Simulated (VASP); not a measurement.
Here is the system:

```
CELL_PARAMETERS angstrom
      1.23000    -2.13042     0.00000
      1.23000     2.13042     0.00000
      0.00000     0.00000     6.71000
ATOMIC_POSITIONS crystal
  C  0.00000 0.00000 0.25000
  C  0.00000 0.00000 0.75000
  C  0.33333 0.66667 0.25000
  C  0.66667 0.33333 0.75000
```

Method: PBE GGA with spin-orbit coupling, VASP's PBE PAW potentials (set 64) (plane waves; VASP). Numerical set-up: 520 eV cut-off, 13×13×4 Γ-centred mesh, first-order Methfessel-Paxton smearing of 0.10 eV, potentials C.

Q: Give the stress tensor in GPa (positive for a compressed cell).

A: 
```
3.58  0.00  0.00
0.00  3.58  0.00
0.00  0.00  3.60
```
The pressure is its mean diagonal, 3.59 GPa.

The compound is C in the graphite structure. The cell was not relaxed at this level. The run is one of a series of settings (GGA_COMPAT = .FALSE., LSORBIT = .TRUE., MAGMOM = 0 0 0 0 0 0 0 0 0 0 0 0, program vasp_ncl against the base run), some of them coarse on purpose.
